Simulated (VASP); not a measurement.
Here is the system:

```
CELL_PARAMETERS angstrom
      3.25353     0.00000     0.00000
     -1.62677     2.81764     0.00000
      0.00000     0.00000    13.59391
ATOMIC_POSITIONS crystal
  Mo 0.00000 0.00000 0.25000
  Mo 0.00000 0.00000 0.75000
  Se 0.33333 0.66667 0.36895
  Se 0.66667 0.33333 0.63105
  Se 0.66667 0.33333 0.86895
  Se 0.33333 0.66667 0.13105
```

Method: LDA (Ceperley-Alder, Perdew-Zunger), VASP's LDA PAW potentials (set 64) (plane waves; VASP 6.6.1). Settings: 300 eV cut-off, 12×12×3 Γ-centred mesh, Gaussian smearing of 0.010 eV, potentials Mo_sv Se.

At this cut-off the stress carries a Pulay error, which pulls relaxed volumes low.

Predict the energy per atom (σ→0), pressure.

| Quantity | Value |
|---|---|
| energy per atom (σ→0) | -7.520 eV/atom |
| pressure | 3.15 GPa |

Only differences to runs with the same potentials and settings are physical.

The structure comes from a computed database's MoSe2 entry; how it stands against other phases isn't given here. The cell was not relaxed at this level.
